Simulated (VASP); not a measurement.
Here is the system:

```yaml
crystal:
  lattice:
    - [-2.14809, 2.14809, 2.14809]
    - [2.14809, -2.14809, 2.14809]
    - [2.14809, 2.14809, -2.14809]
  atoms:
    - { symbol: Eu, position: [0.00000, 0.00000, 0.00000] }
```

These are PBEsol GGA, VASP's PBE PAW potentials (set 64) (plane waves; VASP 6.6.1) values and carry that method's errors. Settings: 400 eV cut-off, Gaussian smearing of 0.050 eV, potentials Eu_2.

The 4f electrons are frozen in the core of the lanthanide potential, so 4f levels, which can set the real gap, and their magnetism are missing.

### Question
Give the energies of bands 4 to 7 at the high-symmetry points, in eV from the Fermi level.

### Answer

| band | Γ | H | N | P |
|---|---|---|---|---|
| 4 | -3.92 | -0.64 | -1.22 | 0.75 |
| 5 | 2.68 | -0.64 | 1.09 | 0.75 |
| 6 | 2.68 | 5.86 | 1.59 | 0.75 |
| 7 | 2.68 | 5.86 | 4.52 | 4.99 |

It has no gap at this level: it comes out as a metal or semimetal.

The compound is Eu in the bcc structure. It was relaxed first, which changed the volume by -17 %.
